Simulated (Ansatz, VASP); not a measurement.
CdCu3Mo in VASP and in Ansatz

```xyz
5
Lattice="4.7005 0.0000 0.0000 0.0000 4.7005 0.0000 0.0000 0.0000 4.7005" Properties=species:S:1:pos:R:3 pbc="T T T"
Cd    0.0000    0.0000    0.0000
Cu    0.0000    2.3502    2.3502
Cu    2.3502    0.0000    2.3502
Cu    2.3502    2.3502    0.0000
Mo    2.3502    2.3502    2.3502
```

Alike in both runs: functional PBE; k mesh 4 × 4 × 4; occupations gaussian, width 0.2 eV; no spin polarisation.

Ansatz relaxed the structure, and its values are those at the end. VASP's run is a single point on that final structure, the one shown.

```csv
,VASP,Ansatz
version,VASP 6.6.1,Ansatz 0.2.0
potentials or method,"VASP PAW PBE potentials, release 64 (Cd, Cu, Mo_sv)","scalar-relativistic, plane waves, PAW"
plane-wave cutoff (eV),520,420
valence electrons in the cell,59,91
```

Ansatz gave:

| Property | Result |
| --- | --- |
| gap on the k mesh at the Fermi level (eV) | none |
| pressure (GPa) | 0.1 |

**Question.** What did VASP give for the same quantities?

**Answer.** gap on the k mesh at the Fermi level (eV): none; pressure (GPa): 0.4.

A gap of «none» marks a metal or a gap that the smearing closes. The two sets of potentials don't hold the same shells in valence.
